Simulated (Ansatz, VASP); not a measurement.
# HfB2: VASP beside Ansatz, part 2 of 2

One calculation is typed for both programs; each brings its own data sets. How far apart do they land? The cell is taken from a series of runs on this material, whose earlier steps may have relaxed, scaled, displaced or heated it; both programs get it as it stands.

VASP 6.6.1 and Ansatz 0.2.0.

So far: The structure; Ansatz: zone-centre phonons, LDA.

### 3. VASP: zone-centre phonons, LDA

Level of this step: LDA; plane waves and PAW (B, Hf_pv) (VASP).

The same cell, functional (in two slightly different forms), mesh and smearing now go to VASP, with its own data sets.

Lines of VASP's logs that name or quote its potential files are left out, and so is its time.

INCAR

```
SYSTEM = HfB2
PREC = Accurate
ENCUT = 500
EDIFF = 1E-08
NELM = 120
ISMEAR = 1
SIGMA = 0.2
LREAL = .FALSE.
ALGO = Normal
GGA = CA
NBANDS = 14
LASPH = .TRUE.
LORBIT = 11
LWAVE = .FALSE.
LCHARG = .FALSE.
ISIF = 2
IBRION = 8
GGA_COMPAT = .FALSE.
KPAR = 2
```

POSCAR

```
HfB2
1.0
    3.0933731692      0.0000000000      0.0000000000
   -1.5466865846      2.6789397479      0.0000000000
    0.0000000000      0.0000000000      3.4090980639
B Hf
2 1
Direct
    0.3333333333      0.6666666667      0.5000000000
    0.6666666667      0.3333333333      0.5000000000
    0.0000000000      0.0000000000      0.0000000000
```

KPOINTS

```
Automatic mesh
0
Gamma
15 15 12
0 0 0
```

PAW data sets: B and Hf_pv (LDA family, release 64).

On the command line:

```sh
$ mpirun -np 2 vasp_std
```

Numbers of over 12 decimals in the logs are rounded to 6 here.

Log:

```text
[banner, memory and clock lines left out]
running    2 mpi-ranks, on    1 nodes
 distrk:  each k-point on    1 cores,    2 groups
 distr:  one band on    1 cores,    1 groups

 POSCAR found type information on POSCAR B Hf
 POSCAR found :  2 types and       3 ions
 LDA part: xc-table for (Slater(with rela. corr.)+CA(PZ))
 , standard interpolation
 POSCAR, INCAR and KPOINTS ok, starting setup
 FFT: planning ... GRIDC
 FFT: planning ... GRID_SOFT
 FFT: planning ... GRID
 WAVECAR not read
 entering main loop
       N       E                     dE             d eps       ncg     rms          rms(c)
DAV:   1     0.255335807088E+02    0.25534E+02   -0.79873E+03  5292   0.106E+03
DAV:   2    -0.299833008751E+02   -0.55517E+02   -0.52024E+02  6812   0.226E+02
DAV:   3    -0.314796964553E+02   -0.14964E+01   -0.14885E+01  7110   0.278E+01
DAV:   4    -0.314862672206E+02   -0.65708E-02   -0.65700E-02  6036   0.221E+00
DAV:   5    -0.314863085062E+02   -0.41286E-04   -0.41284E-04  7122   0.152E-01    0.580E+01
DAV:   6    -0.290780424184E+02    0.24083E+01   -0.37233E+00  6372   0.135E+01    0.423E+01
DAV:   7    -0.290258399458E+02    0.52202E-01   -0.11818E+00  6744   0.775E+00    0.121E+01
DAV:   8    -0.289543867851E+02    0.71453E-01   -0.32804E-01  6306   0.427E+00    0.174E+00
DAV:   9    -0.289495008421E+02    0.48859E-02   -0.26055E-02  6216   0.129E+00    0.480E-01
DAV:  10    -0.289492439470E+02    0.25690E-03   -0.10226E-03  6648   0.273E-01    0.267E-01
DAV:  11    -0.289492494369E+02   -0.54899E-05   -0.64638E-05  6438   0.618E-02    0.897E-02
DAV:  12    -0.289492475102E+02    0.19267E-05   -0.37324E-06  6300   0.149E-02    0.191E-02
DAV:  13    -0.289492475141E+02   -0.38876E-08   -0.26691E-07  6744   0.409E-03    0.305E-03
DAV:  14    -0.289492475049E+02    0.91295E-08   -0.25771E-08  5978   0.132E-03
   1 F= -.28949248E+02 E0= -.28949360E+02  d E =0.336850E-03
 Linear response reoptimize wavefunctions to high precision
DAV:   1    -0.289492475047E+02    0.22328E-09   -0.36403E-09  6266   0.487E-04
DAV:   2    -0.289492475047E+02   -0.45475E-11   -0.54472E-11  2898   0.627E-05
 Linear response DOF=           4
 Linear response progress:
  Degree of freedom:   1/  4
       N       E                     dE             d eps       ncg     rms          rms(c)
RMM:   1    -0.458373846852E-01   -0.45837E-01    0.25243E-02 53169   0.117E+00
RMM:   2    -0.445235607164E-01    0.13138E-02   -0.12392E-03 37519   0.206E-01    0.299E-01
RMM:   3    -0.443324482078E-01    0.19111E-03   -0.61350E-04 33629   0.125E-01    0.158E-01
RMM:   4    -0.448708439911E-01   -0.53840E-03   -0.58908E-04 34033   0.116E-01    0.203E-02
RMM:   5    -0.448351408745E-01    0.35703E-04   -0.16854E-05 37044   0.240E-02    0.664E-03
RMM:   6    -0.448330614624E-01    0.20794E-05   -0.54450E-07 39648   0.447E-03    0.228E-03
RMM:   7    -0.448286078838E-01    0.44536E-05   -0.51543E-08 39834   0.172E-03    0.125E-03
RMM:   8    -0.448297834581E-01   -0.11756E-05   -0.14520E-08 41807   0.360E-04    0.494E-04
RMM:   9    -0.448301517294E-01   -0.36827E-06   -0.13461E-08 41972   0.101E-04    0.166E-04
RMM:  10    -0.448301745320E-01   -0.22803E-07   -0.34777E-09 40838   0.456E-05    0.226E-05
RMM:  11    -0.448302293246E-01   -0.54793E-07   -0.18996E-09 41694   0.134E-05    0.167E-05
RMM:  12    -0.448302330759E-01   -0.37513E-08   -0.37518E-10 40214   0.551E-06    0.272E-05
 first order change of Fermi-energy   0.12369E-04
 force on displaced ion       1 direction 1 : -18.106  -0.001   0.000
 Linear response progress:
  Degree of freedom:   2/  4
       N       E                     dE             d eps       ncg     rms          rms(c)
RMM:   1    -0.463175661496E-01   -0.46318E-01    0.45425E-02 18366   0.132E+00
RMM:   2    -0.462344679435E-01    0.83098E-04   -0.10634E-03 13417   0.200E-01    0.484E-01
RMM:   3    -0.460385470399E-01    0.19592E-03   -0.83848E-04 12135   0.147E-01    0.227E-01
RMM:   4    -0.464892509559E-01   -0.45070E-03   -0.43165E-04 13273   0.979E-02    0.309E-02
RMM:   5    -0.465290725183E-01   -0.39822E-04   -0.22917E-05 13433   0.296E-02    0.936E-03
RMM:   6    -0.465278061895E-01    0.12663E-05   -0.13464E-06 13655   0.656E-03    0.262E-03
RMM:   7    -0.465147257956E-01    0.13080E-04   -0.25948E-07 13035   0.245E-03    0.343E-04
RMM:   8    -0.465145145530E-01    0.21124E-06   -0.10688E-08 14514   0.505E-04    0.130E-04
RMM:   9    -0.465144861333E-01    0.28420E-07    0.16312E-08 14388   0.102E-04    0.854E-05
RMM:  10    -0.465145688602E-01   -0.82727E-07   -0.30634E-10 15372   0.245E-05    0.288E-05
RMM:  11    -0.465145256438E-01    0.43216E-07    0.42858E-09 13976   0.149E-05    0.333E-06
RMM:  12    -0.465145304121E-01   -0.47683E-08    0.28437E-09 13577   0.363E-06    0.163E-06
 first order change of Fermi-energy  -0.52947E-04
 force on displaced ion       1 direction 3 :   0.000  -0.000 -11.132
 Linear response progress:
  Degree of freedom:   3/  4
       N       E                     dE             d eps       ncg     rms          rms(c)
RMM:   1    -0.203102572820E+00   -0.20310E+00    0.46269E+00 13892   0.123E+01
RMM:   2    -0.200405503015E+00    0.26971E-02   -0.32070E-02 19271   0.123E+00    0.560E-01
RMM:   3    -0.199843729314E+00    0.56177E-03   -0.10501E-03 25238   0.157E-01    0.240E-01
RMM:   4    -0.199430034036E+00    0.41370E-03   -0.70809E-05 26471   0.489E-02    0.152E-01
RMM:   5    -0.199014316256E+00    0.41572E-03   -0.27714E-05 26744   0.348E-02    0.122E-02
RMM:   6    -0.199006851529E+00    0.74647E-05   -0.19545E-06 25697   0.961E-03    0.392E-03
RMM:   7    -0.199022954203E+00   -0.16103E-04   -0.31198E-07 27822   0.252E-03    0.433E-03
RMM:   8    -0.199023539573E+00   -0.58537E-06   -0.15827E-06 27236   0.542E-04    0.831E-04
RMM:   9    -0.199023257482E+00    0.28209E-06   -0.12273E-06 28409   0.212E-04    0.459E-04
RMM:  10    -0.199023606580E+00   -0.34910E-06   -0.71249E-07 28138   0.711E-05    0.119E-05
RMM:  11    -0.199023591993E+00    0.14587E-07   -0.32172E-07 28289   0.257E-05    0.394E-05
RMM:  12    -0.199023617670E+00   -0.25676E-07   -0.16291E-07 26847   0.121E-05    0.824E-06
RMM:  13    -0.199023616651E+00    0.10186E-08   -0.78764E-08 20495   0.607E-06    0.615E-06
 first order change of Fermi-energy   0.66125E-04
 force on displaced ion       3 direction 1 : -15.414  -0.000   0.000
 Linear response progress:
  Degree of freedom:   4/  4
       N       E                     dE             d eps       ncg     rms          rms(c)
RMM:   1    -0.226047892637E+00   -0.22605E+00    0.45064E+00  6035   0.125E+01
RMM:   2    -0.223270280017E+00    0.27776E-02   -0.37703E-02  8150   0.131E+00    0.907E-01
RMM:   3    -0.222869793705E+00    0.40049E-03   -0.21369E-03 10565   0.206E-01    0.448E-01
RMM:   4    -0.222522005643E+00    0.34779E-03   -0.21485E-04 10024   0.718E-02    0.177E-01
RMM:   5    -0.222315864298E+00    0.20614E-03   -0.24872E-05 10660   0.301E-02    0.275E-02
RMM:   6    -0.222265440264E+00    0.50424E-04   -0.25059E-06 10689   0.887E-03    0.556E-03
RMM:   7    -0.222278464473E+00   -0.13024E-04    0.11803E-05 11220   0.313E-03    0.604E-03
RMM:   8    -0.222273938565E+00    0.45259E-05    0.17344E-05 11643   0.909E-04    0.125E-03
RMM:   9    -0.222273134665E+00    0.80390E-06    0.96055E-06 11796   0.302E-04    0.920E-05
RMM:  10    -0.222273011163E+00    0.12350E-06    0.44787E-06 12456   0.119E-04    0.656E-05
RMM:  11    -0.222272945236E+00    0.65926E-07    0.19478E-06 11964   0.507E-05    0.734E-05
RMM:  12    -0.222272964102E+00   -0.18866E-07    0.94064E-07 11524   0.281E-05    0.185E-05
RMM:  13    -0.222272946872E+00    0.17230E-07    0.47539E-07 10689   0.142E-05    0.146E-05
RMM:  14    -0.222272935039E+00    0.11833E-07    0.22007E-07  9930   0.861E-06    0.785E-07
RMM:  15    -0.222272934332E+00    0.70680E-09    0.96214E-08  6878   0.500E-06    0.103E-06
 first order change of Fermi-energy   0.18030E-04
 force on displaced ion       3 direction 3 :  -0.000  -0.000 -17.494
 Linear response finished
```

Parts of OUTCAR (step 3):

```text
ion  position               nearest neighbor table
   1  0.333  0.667  0.500-   2 1.79   2 1.79   2 1.79   3 2.47   3 2.47   3 2.47   3 2.47   3 2.47
                             3 2.47
   2  0.667  0.333  0.500-   1 1.79   1 1.79   1 1.79   3 2.47   3 2.47   3 2.47   3 2.47   3 2.47
                             3 2.47
   3  0.000  0.000  0.000-   1 2.47   2 2.47   1 2.47   2 2.47   1 2.47   1 2.47   2 2.47   2 2.47
                             2 2.47   2 2.47   1 2.47   1 2.47

  LATTYP: Found a hexagonal cell.
 ALAT       =     3.0933731692
 C/A-ratio  =     1.1020649231

 Subroutine GETGRP returns: Found 24 space group operations
 (whereof 24 operations were pure point group operations)

The static configuration has the point symmetry D_6h.

 Found    189 irreducible k-points:

   k-points           NKPTS =    189   k-points in BZ     NKDIM =    189   number of bands    NBANDS=     14

   dimension x,y,z NGX =    24 NGY =   24 NGZ =   28
   dimension x,y,z NGXF=    48 NGYF=   48 NGZF=   56

   ENCUT  =  500.0 eV  36.75 Ry    6.06 a.u.   5.64  5.64  6.22*2*pi/ulx,y,z

   NELECT =      16.0000    total number of electrons

 k-points in reciprocal lattice and weights: Automatic mesh
   0.00000000  0.00000000  0.00000000       0.000
   0.06666667  0.00000000  0.00000000       0.002
   0.13333333 -0.00000000  0.00000000       0.002
   0.20000000  0.00000000  0.00000000       0.002
   0.26666667 -0.00000000  0.00000000       0.002
   0.33333333 -0.00000000  0.00000000       0.002
   0.40000000  0.00000000  0.00000000       0.002
   0.46666667  0.00000000  0.00000000       0.002
   0.06666667  0.06666667  0.00000000       0.002
[...]
0.33333333  0.26666667  0.50000000       0.004
   0.33333333  0.33333333  0.50000000       0.001

 average (electrostatic) potential at core
       1 -29.6899       2 -29.6899       3 -33.9227

  Total        0.5923206      0.5923206      0.6996541      0.0000000      0.0000000      0.0000000
  in kB       33.5917524     33.5917524     39.6788632      0.0000000      0.0000000      0.0000000
  external PRESSURE =      35.6207893 kB  Pullay stress =       0.0000000 kB

  energy-cutoff  :      500.00
  volume of cell :       28.25
      direct lattice vectors                 reciprocal lattice vectors
     3.093373169  0.000000000  0.000000000     0.323271699  0.186641002  0.000000000
    -1.546686585  2.678939748  0.000000000     0.000000000  0.373282005  0.000000000
     0.000000000  0.000000000  3.409098064     0.000000000  0.000000000  0.293332718

 POSITION                                       TOTAL-FORCE (eV/Angst)
 -----------------------------------------------------------------------------------
     -0.00000      1.78596      1.70455        -0.000000      0.000000      0.000000
      1.54669      0.89298      1.70455         0.000000      0.000000      0.000000
      0.00000      0.00000      0.00000        -0.000000      0.000000      0.000000
 -----------------------------------------------------------------------------------
    total drift:                               -0.000000      0.000000      0.000000

 Eigenvectors and eigenvalues of the dynamical matrix
 ----------------------------------------------------

   1 f  =   25.383465 THz   159.489012 2PiTHz  846.701240 cm-1   104.977527 meV
             X         Y         Z           dx          dy          dz
     -0.000000  1.785960  1.704549     0.707107    0.000000    0.000000
      1.546687  0.892980  1.704549    -0.707107   -0.000000   -0.000000
      0.000000  0.000000  0.000000     0.000000    0.000000    0.000000

   2 f  =   25.383465 THz   159.489012 2PiTHz  846.701240 cm-1   104.977527 meV
             X         Y         Z           dx          dy          dz
     -0.000000  1.785960  1.704549    -0.000000    0.707107    0.000000
      1.546687  0.892980  1.704549     0.000000   -0.707107   -0.000000
      0.000000  0.000000  0.000000     0.000000    0.000000    0.000000

   3 f  =   17.482893 THz   109.848259 2PiTHz  583.166551 cm-1    72.303405 meV
             X         Y         Z           dx          dy          dz
     -0.000000  1.785960  1.704549     0.000000   -0.000000   -0.707107
      1.546687  0.892980  1.704549     0.000000   -0.000000    0.707107
      0.000000  0.000000  0.000000    -0.000000   -0.000000    0.000000

   4 f  =   14.887277 THz    93.539521 2PiTHz  496.586112 cm-1    61.568803 meV
             X         Y         Z           dx          dy          dz
     -0.000000  1.785960  1.704549     0.000000    0.000000    0.667802
      1.546687  0.892980  1.704549     0.000000    0.000000    0.667802
      0.000000  0.000000  0.000000     0.000000    0.000000   -0.328755

   5 f  =   13.979634 THz    87.836630 2PiTHz  466.310390 cm-1    57.815094 meV
             X         Y         Z           dx          dy          dz
     -0.000000  1.785960  1.704549     0.667833    0.000004    0.000000
      1.546687  0.892980  1.704549     0.667833    0.000004   -0.000000
      0.000000  0.000000  0.000000    -0.328629   -0.000002    0.000000

   6 f  =   13.979634 THz    87.836630 2PiTHz  466.310390 cm-1    57.815094 meV
             X         Y         Z           dx          dy          dz
     -0.000000  1.785960  1.704549    -0.000004    0.667833   -0.000000
      1.546687  0.892980  1.704549    -0.000004    0.667833    0.000000
      0.000000  0.000000  0.000000     0.000002   -0.328629    0.000000

   7 f/i=    0.000728 THz     0.004575 2PiTHz    0.024286 cm-1     0.003011 meV
             X         Y         Z           dx          dy          dz
     -0.000000  1.785960  1.704549     0.000000    0.000000   -0.232465
      1.546687  0.892980  1.704549     0.000000    0.000000   -0.232465
      0.000000  0.000000  0.000000    -0.000000    0.000000   -0.944415

   8 f/i=    0.001184 THz     0.007442 2PiTHz    0.039507 cm-1     0.004898 meV
             X         Y         Z           dx          dy          dz
     -0.000000  1.785960  1.704549     0.008618   -0.232216    0.000000
      1.546687  0.892980  1.704549     0.008618   -0.232216    0.000000
      0.000000  0.000000  0.000000     0.035026   -0.943809    0.000000

   9 f/i=    0.001184 THz     0.007442 2PiTHz    0.039507 cm-1     0.004898 meV
             X         Y         Z           dx          dy          dz
     -0.000000  1.785960  1.704549     0.232216    0.008618    0.000000
      1.546687  0.892980  1.704549     0.232216    0.008618   -0.000000
      0.000000  0.000000  0.000000     0.943809    0.035026    0.000000

 ELASTIC MODULI CONTR FROM IONIC RELAXATION (kBar)
 Direction    XX          YY          ZZ          XY          YZ          ZX
 --------------------------------------------------------------------------------
 XX          -1.6477      1.6477      0.0000     -0.0000      0.0000      0.0000
 YY           1.6477     -1.6477      0.0000      0.0000      0.0000      0.0000
 ZZ           0.0000      0.0000      0.0000      0.0000      0.0000      0.0000
 XY          -0.0000      0.0000      0.0000     -1.6477      0.0000      0.0000
 YZ           0.0000      0.0000      0.0000      0.0000      0.0000      0.0000
 ZX           0.0000      0.0000      0.0000      0.0000      0.0000      0.0000
 --------------------------------------------------------------------------------
```

### 4. Side by side

Known differences besides the potentials themselves: the two LDA forms differ slightly; the data sets hold 32 valence electrons in Ansatz (on its PAW soft_1 files) and 16 in VASP; the cutoff is 420 eV in Ansatz and 500 eV in VASP; VASP's log shows a relativistic correction to its local exchange, Ansatz's none. Total energies have different zeros and are not compared.

Both answers:

```csv
quantity,Ansatz,VASP,difference
optical mode 1 to 2 (cm⁻¹),463.9,466.3,-0.52 %
optical mode 3 (cm⁻¹),494.1,496.6,-0.49 %
optical mode 4 (cm⁻¹),579.8,583.2,-0.57 %
optical mode 5 to 6 (cm⁻¹),843.8,846.7,-0.35 %
```

Modes are paired by rising frequency, not by their patterns, so a pair may set unlike modes beside each other; they are those without the splitting of longitudinal modes.

### 5. What came out

```yaml
r_m_s_difference_of_the_optical_zone_centre_modes_each_program_s_sorted_by_frequency_zone_centre_phonons_lda: 2.8 cm⁻¹
difference_in_optical_mode_4_zone_centre_phonons_lda: -0.6 %
```

In words: The r.m.s. difference of the optical zone-centre modes, each program's sorted by frequency is 2.8 cm⁻¹ (zone-centre phonons, LDA). The data sets hold unlike numbers of valence electrons (32 in Ansatz and 16 in VASP), so part of the differences comes from the potentials. Among the rows given in per cent, the largest difference of the zone-centre phonons, LDA pair is in optical mode 4, -0.6 %. Such differences can come from data sets, numerical settings and the points named under the comparisons, not from the functional's error against experiment.

[Lines on the potential files, build, host, timing and source positions are cut from VASP's logs without a mark.]

[Logs are printed without paths, hosts, clocks, repeated set-up lines and the standing remarks that a program may print on its own settings, such as how far it seeks lower states.]

[Hosts, paths, dates, database ids (printed as entryN), source tags and the programs' standing remarks are cut or masked in the printed files.]
